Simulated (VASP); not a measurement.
Method: LDA (Ceperley-Alder, Perdew-Zunger), VASP's LDA PAW potentials (set 64) (plane waves; VASP 6.6.1).

VASP ran on this input.

INCAR:
```
! general
SYSTEM  = CdS
PREC    = Accurate
ENCUT   = 520
LREAL   = .FALSE.
LASPH   = .TRUE.

! electronic loop
EDIFF   = 1E-7
NELM    = 100
ALGO    = Normal
LMAXMIX = 4

! smearing
ISMEAR  = 0
SIGMA   = 0.05

! ions
ISIF    = 2

! output
LWAVE   = .FALSE.
LCHARG  = .FALSE.
```

KPOINTS:
```
Automatic mesh
0
Gamma
8 8 8
0 0 0
```

POSCAR:
```
CdS
1
    0.0000000000     2.8859589875     2.8859589875
    2.8859589875     0.0000000000     2.8859589875
    2.8859589875     2.8859589875     0.0000000000
Cd S
1 1
Direct
  0.0000000000   0.0000000000   0.0000000000
  0.2500000000   0.2500000000   0.2500000000
```

POTCAR, in this order: Cd S (LDA.64 set). Program: vasp_std.

The resulting files:

File OSZICAR:
```
       N       E                     dE             d eps       ncg     rms          rms(c)
DAV:   1     0.112180589831E+03    0.11218E+03   -0.92334E+03   762   0.127E+03
DAV:   2    -0.287249771493E+01   -0.11505E+03   -0.11023E+03   854   0.300E+02
DAV:   3    -0.788543579040E+01   -0.50129E+01   -0.49986E+01   929   0.651E+01
DAV:   4    -0.792168113706E+01   -0.36245E-01   -0.36240E-01   819   0.559E+00
DAV:   5    -0.792220095446E+01   -0.51982E-03   -0.51981E-03   939   0.649E-01    0.901E+00
DAV:   6    -0.743957508630E+01    0.48263E+00   -0.97068E-01  1103   0.147E+01    0.692E+00
DAV:   7    -0.741290681157E+01    0.26668E-01   -0.17701E-01   779   0.355E+00    0.320E+00
DAV:   8    -0.740792177794E+01    0.49850E-02   -0.20824E-02   784   0.220E+00    0.270E-01
DAV:   9    -0.740744243370E+01    0.47934E-03   -0.29521E-03   889   0.964E-01    0.646E-02
DAV:  10    -0.740742524745E+01    0.17186E-04   -0.22840E-04   819   0.212E-01    0.612E-02
DAV:  11    -0.740743429254E+01   -0.90451E-05   -0.39365E-05   834   0.759E-02    0.321E-02
DAV:  12    -0.740743139768E+01    0.28949E-05   -0.24618E-05  1015   0.714E-02    0.648E-03
DAV:  13    -0.740743122727E+01    0.17041E-06   -0.17938E-06   834   0.143E-02    0.205E-03
DAV:  14    -0.740743124036E+01   -0.13088E-07   -0.87784E-08   482   0.296E-03
   1 F= -.74074312E+01 E0= -.74074312E+01  d E =-.876247E-11
```

### OUTCAR
```
------------------------ aborting loop because EDIFF is reached ----------------------------------------
  FORCE on cell =-STRESS in cart. coord.  units (eV):
  Direction    XX          YY          ZZ          XY          YZ          ZX
  --------------------------------------------------------------------------------------
  Total        0.0004865      0.0004865      0.0004865      0.0000000     -0.0000000      0.0000000
  in kB        0.0162144      0.0162144      0.0162144      0.0000000     -0.0000000      0.0000000
  external PRESSURE =       0.0162144 kB  Pullay stress =       0.0000000 kB
  volume of cell :       48.07
      direct lattice vectors                 reciprocal lattice vectors
     0.000000000  2.885958988  2.885958988    -0.173252635  0.173252635  0.173252635
     2.885958988  0.000000000  2.885958988     0.173252635 -0.173252635  0.173252635
     2.885958988  2.885958988  0.000000000     0.173252635  0.173252635 -0.173252635
  FREE ENERGIE OF THE ION-ELECTRON SYSTEM (eV)
  ---------------------------------------------------
  free  energy   TOTEN  =        -7.4074312404 eV

  energy  without entropy=       -7.4074312403  energy(sigma->0) =       -7.40743124
```
(Selected blocks of OUTCAR.)

The compound is CdS in the zinc blende structure, a metastable form; wurtzite is the usual one. It was relaxed first.
